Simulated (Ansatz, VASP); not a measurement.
## Cu2W: VASP beside Ansatz

```
Cu W
1.0
     2.69096    0.00000    0.00000
     0.00000    2.69096    0.00000
     0.00000    0.00000    5.55213
Cu W
2 1
Direct
  0.50000 0.50000 0.29500
  0.50000 0.50000 0.70500
  0.00000 0.00000 0.00000
```

Change from the starting cell: species swapped into the Ga2Cu type (P4/mmm, No. 123).

Alike in both runs: task single point; functional PBE; k mesh 6 × 6 × 4; occupations gaussian, width 0.1 eV; no spin polarisation.

|  | VASP | Ansatz |
| --- | --- | --- |
| version | VASP 6.6.1 | Ansatz 0.2.0 |
| potentials or method | VASP PAW PBE potentials, release 64 (Cu, W_sv) | scalar-relativistic, plane waves, PAW |
| plane-wave cutoff (eV) | 520 | 420 |
| valence electrons in the cell | 36 | 52 |

```tsv
	VASP	Ansatz	Ansatz less VASP
gap on the k mesh at the Fermi level (eV)	none	none	-
pressure (GPa)	26.5	25.7	-0.78
largest component of the traceless stress (GPa)	17.13	17.26	+0.128
rms of the force components (eV/Å)	0.808	0.792	-0.0152
```

Atom by atom the forces differ by 0.015 eV/Å (rms over components). A gap of «none» marks a metal or a gap that the smearing closes. With one functional, cell and mesh, what is left measures potentials, basis and numerics. The two sets of potentials don't hold the same shells in valence.

Caveats: the k mesh is coarse (spacing up to 0.39 Å⁻¹), so the values aren't converged; so large a pressure means that the cell lies far from this level's equilibrium, or that cutoff or potentials fall short (VASP); forces of over 1 eV/Å show positions far from the minimum, so gaps and moduli don't describe the material at rest. The runs have no spin-orbit coupling, so splittings on W are missing.
